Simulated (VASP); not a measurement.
Level of theory: PBEsol GGA, VASP's PBE PAW potentials (set 64) (plane waves; VASP).

Input for VASP

### POSCAR
```
SrVO3
1
    3.7838605120    -0.0000000000    -0.0000000000
   -0.0000000000     3.7838605120    -0.0000000000
    0.0000000000     0.0000000000     3.7838605120
Sr V O
1 1 3
Direct
  0.0000000000   0.0000000000   0.0000000000
  0.5000000000   0.5000000000   0.5000000000
  0.5000000000   0.0000000000   0.5000000000
  0.0000000000   0.5000000000   0.5000000000
  0.5000000000   0.5000000000   0.0000000000
```

### KPOINTS
```
Automatic mesh
0
Gamma
8 8 8
0 0 0
```

### INCAR
```
GGA  =  PS
ISIF  =  3   ! ions, shape and volume
NELM  =  100
SIGMA  =  0.1   ! width (eV)
IBRION  =  2
ALGO  =  Normal   ! blocked Davidson
NSW  =  40   ! most ionic steps
SYSTEM  =  SrVO3
PSTRESS  =  50   ! kbar
LWAVE  =  .False.
ENCUT  =  620
LASPH  =  .True.   ! aspherical one-centre terms
LREAL  =  .False.
EDIFFG  =  -0.02
LMAXMIX  =  4   ! l cut-off of mixed one-centre charges
LCHARG  =  .False.
PREC  =  Accurate
EDIFF  =  1E-6
ISMEAR  =  1   ! Methfessel-Paxton
```

POTCAR, in this order: Sr_sv V_sv O (PBE.64 set). Program: vasp_std.

The resulting files:

**OUTCAR**
```
 ion  position               nearest neighbor table
   1  0.000  0.000  0.000-   3 2.68   4 2.68   5 2.68   3 2.68   4 2.68   4 2.68   5 2.68   4 2.68
                             3 2.68   5 2.68   3 2.68   5 2.68   2 3.28   2 3.28   2 3.28   2 3.28
   2  0.500  0.500  0.500-   3 1.89   4 1.89   5 1.89   5 1.89   3 1.89   4 1.89   1 3.28   1 3.28
                             1 3.28   1 3.28   1 3.28   1 3.28   1 3.28   1 3.28
   3  0.500  0.000  0.500-   2 1.89   2 1.89   1 2.68   1 2.68   1 2.68   1 2.68
   4  0.000  0.500  0.500-   2 1.89   2 1.89   1 2.68   1 2.68   1 2.68   1 2.68
   5  0.500  0.500  0.000-   2 1.89   2 1.89   1 2.68   1 2.68   1 2.68   1 2.68
  LATTYP: Found a simple cubic cell.
 ALAT       =     3.7838605120
 Subroutine PRICEL returns:
 Original cell was already a primitive cell.
 Subroutine GETGRP returns: Found 48 space group operations
The static configuration has the point symmetry O_h .
The dynamic configuration has the point symmetry O_h .
 Subroutine INISYM returns: Found 48 space group operations
 Subroutine IBZKPT returns following result:
 Found     35 irreducible k-points:

 Following reciprocal coordinates:
            Coordinates               Weight
  0.000000  0.000000  0.000000      1.000000
  0.125000  0.000000  0.000000      6.000000
  0.250000  0.000000  0.000000      6.000000
  0.375000  0.000000  0.000000      6.000000
  0.500000  0.000000  0.000000      3.000000
  0.125000  0.125000  0.000000     12.000000
  0.250000  0.125000  0.000000     24.000000
  0.375000  0.125000  0.000000     24.000000
  0.500000  0.125000  0.000000     12.000000
  0.250000  0.250000  0.000000     12.000000
  0.375000  0.250000  0.000000     24.000000
  0.500000  0.250000  0.000000     12.000000
  0.375000  0.375000  0.000000     12.000000
  0.500000  0.375000  0.000000     12.000000
  0.500000  0.500000  0.000000      3.000000
  0.125000  0.125000  0.125000      8.000000
  0.250000  0.125000  0.125000     24.000000
  0.375000  0.125000  0.125000     24.000000
  0.500000  0.125000  0.125000     12.000000
...
```

File OSZICAR:
```
       N       E                     dE             d eps       ncg     rms          rms(c)
DAV:   1     0.493761050029E+03    0.49376E+03   -0.26542E+04  1680   0.206E+03
DAV:   2    -0.188363188878E+02   -0.51260E+03   -0.50798E+03  2080   0.527E+02
DAV:   3    -0.500989149440E+02   -0.31263E+02   -0.30628E+02  1784   0.137E+02
DAV:   4    -0.511254269874E+02   -0.10265E+01   -0.10254E+01  2888   0.221E+01
DAV:   5    -0.511379416767E+02   -0.12515E-01   -0.12480E-01  2080   0.176E+00    0.436E+01
DAV:   6    -0.427303232052E+02    0.84076E+01   -0.86608E+01  2328   0.753E+01    0.191E+01
DAV:   7    -0.419431070107E+02    0.78722E+00   -0.25557E+01  1952   0.467E+01    0.190E+01
DAV:   8    -0.413749540536E+02    0.56815E+00   -0.39606E+00  1880   0.192E+01    0.211E+00
DAV:   9    -0.413749969418E+02   -0.42888E-04   -0.15849E-01  2128   0.302E+00    0.120E+00
DAV:  10    -0.413696216423E+02    0.53753E-02   -0.49599E-02  1992   0.224E+00    0.291E-01
DAV:  11    -0.413692010034E+02    0.42064E-03   -0.37246E-03  1976   0.501E-01    0.950E-02
DAV:  12    -0.413692086444E+02   -0.76410E-05   -0.13762E-04  2144   0.993E-02    0.908E-02
DAV:  13    -0.413691821968E+02    0.26448E-04   -0.16893E-04  1992   0.125E-01    0.148E-02
DAV:  14    -0.413691829201E+02   -0.72332E-06   -0.92391E-06  2280   0.245E-02
   1 F= -.39678490E+02 E0= -.39677689E+02  d E =-.396785E+02
```

### OUTCAR
```
------------------------ aborting loop because EDIFF is reached ----------------------------------------
  FORCE on cell =-STRESS in cart. coord.  units (eV):
  Direction    XX          YY          ZZ          XY          YZ          ZX
  --------------------------------------------------------------------------------------
  Total        1.7010462      1.7010462      1.7010462     -0.0000000     -0.0000000      0.0000000
  in kB       50.3061784     50.3061784     50.3061784     -0.0000000     -0.0000000      0.0000000
  external PRESSURE =       0.3061784 kB  Pullay stress =      50.0000000 kB
  volume of cell :       54.18
      direct lattice vectors                 reciprocal lattice vectors
     3.783860512  0.000000000  0.000000000     0.264280355  0.000000000  0.000000000
     0.000000000  3.783860512  0.000000000     0.000000000  0.264280355  0.000000000
     0.000000000  0.000000000  3.783860512     0.000000000  0.000000000  0.264280355
 POSITION                                       TOTAL-FORCE (eV/Angst)
 -----------------------------------------------------------------------------------
      0.00000      0.00000      0.00000         0.000000      0.000000      0.000000
      1.89193      1.89193      1.89193         0.000000      0.000000      0.000000
      1.89193      0.00000      1.89193         0.000000      0.000000      0.000000
      0.00000      1.89193      1.89193         0.000000      0.000000      0.000000
      1.89193      1.89193      0.00000         0.000000      0.000000      0.000000
 -----------------------------------------------------------------------------------
    total drift:                                0.000000     -0.000000     -0.000000
  FREE ENERGIE OF THE ION-ELECTRON SYSTEM (eV)
  ---------------------------------------------------
  free  energy   TOTEN  =       -41.3691829201 eV

  energy  without entropy=      -41.3667808784  energy(sigma->0) =      -41.36838224
  enthalpy is  TOTEN    =       -39.6784898343 eV   P V=        1.6906930859

 reached required accuracy - stopping structural energy minimisation
```
(Selected blocks of OUTCAR.)

The compound is SrVO3 in the cubic perovskite structure. It was relaxed first under an external pressure of 5 GPa. The run is not spin-polarised, so no magnetic state was tried. The electron count is odd and the run is not spin-polarised, which forces a metal.
